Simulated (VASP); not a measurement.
OSZICAR of a VASP run on InP (zinc blende):

OSZICAR:
```
       N       E                     dE             d eps       ncg     rms          rms(c)
DAV:   1     0.101374326634E+03    0.10137E+03   -0.74363E+03   520   0.121E+03
DAV:   2    -0.153027566713E+01   -0.10290E+03   -0.10040E+03   550   0.294E+02
DAV:   3    -0.859790952894E+01   -0.70676E+01   -0.70140E+01   665   0.852E+01
DAV:   4    -0.879872528096E+01   -0.20082E+00   -0.20070E+00   656   0.160E+01
DAV:   5    -0.880672773223E+01   -0.80025E-02   -0.80023E-02   729   0.265E+00    0.527E+00
DAV:   6    -0.842529099472E+01    0.38144E+00   -0.74715E-01   765   0.150E+01    0.325E+00
DAV:   7    -0.840192748326E+01    0.23364E-01   -0.18614E-01   708   0.358E+00    0.120E+00
DAV:   8    -0.840238317989E+01   -0.45570E-03   -0.15239E-02   657   0.177E+00    0.334E-01
DAV:   9    -0.840316417161E+01   -0.78099E-03   -0.22812E-03   648   0.688E-01    0.191E-01
DAV:  10    -0.840320927740E+01   -0.45106E-04   -0.20007E-04   711   0.122E-01    0.132E-01
DAV:  11    -0.840326174435E+01   -0.52467E-04   -0.36486E-05   600   0.449E-02    0.496E-02
DAV:  12    -0.840327877269E+01   -0.17028E-04   -0.47186E-05   606   0.113E-01    0.212E-02
DAV:  13    -0.840327903339E+01   -0.26070E-06   -0.21715E-06   549   0.146E-02
   1 F= -.84032790E+01 E0= -.84032790E+01  d E =-.840328E+01
```

Problem. Which electronic solver shows in the log?

Solution. It is blocked Davidson (ALGO = Normal, or the opening steps of other solvers). The INCAR had ALGO = Normal.

Problem. Can the final energy be trusted as converged?

Solution. Self-consistency was reached. It stopped with EDIFF = 1E-6, NELM = 100, NSW = 60 and EDIFFG = -0.01 after 1 ionic step (PBE GGA, plane waves, VASP's PBE PAW potentials (set 64)).

The compound is InP in the zinc blende structure. It was relaxed first. The start is the result of an earlier pass.
